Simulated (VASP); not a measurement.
Given:

```
CELL_PARAMETERS angstrom
      0.00000     3.13375     3.13375
      3.13375     0.00000     3.13375
      3.13375     3.13375     0.00000
ATOMIC_POSITIONS crystal
  Cd 0.00000 0.00000 0.00000
  Se 0.25000 0.25000 0.25000
```

These are HSE06 screened hybrid, VASP's PBE PAW potentials (set 64) (plane waves; VASP) values and carry that method's errors. Numerical set-up: 520 eV cut-off, 6×6×6 Γ-centred mesh, Gaussian smearing of 0.050 eV, potentials Cd Se.

Give the stress tensor in GPa (positive for a compressed cell).

```
-2.51   0.00   0.00
 0.00  -2.51   0.00
 0.00   0.00  -2.51
```
The pressure is its mean diagonal, -2.51 GPa.

The compound is CdSe in the zinc blende structure, whereas wurtzite is the usual form. This cell is one point of a volume scan, at 1.03 of the reference volume. The cell's shape comes from a PBE relaxation.
